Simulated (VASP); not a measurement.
Energy against volume of Er (hcp). These are optB86b-vdW, VASP's PBE PAW potentials (set 64) (plane waves; VASP) values and carry that method's errors. Numerical set-up: 520 eV cut-off, 12×12×7 Γ-centred mesh, first-order Methfessel-Paxton smearing of 0.10 eV, potentials Er_3.

The 4f electrons are frozen in the core of the lanthanide potential, so 4f levels, which can set the real gap, and their magnetism are missing.

Shape and ions are relaxed at each volume.

```csv
V (Å³/atom),E (eV/atom)
27.805,-2.00879
28.693,-2.02173
29.580,-2.02646
30.468,-2.02367
```

### Question
Fit these four points and predict the energy of the run at 31.355 Å³/atom.

### Answer
A cubic in V^(−2/3), the third-order Birch-Murnaghan form, passes through the four points with V0 = 29.68 Å³/atom and B0 = 45 GPa, and gives -2.0140 eV/atom there. The run gave -2.0140 eV/atom, -0.0 meV/atom from the fit; all five points give B0 = 45 GPa.

The compound is Er in the hcp structure. It was relaxed first.
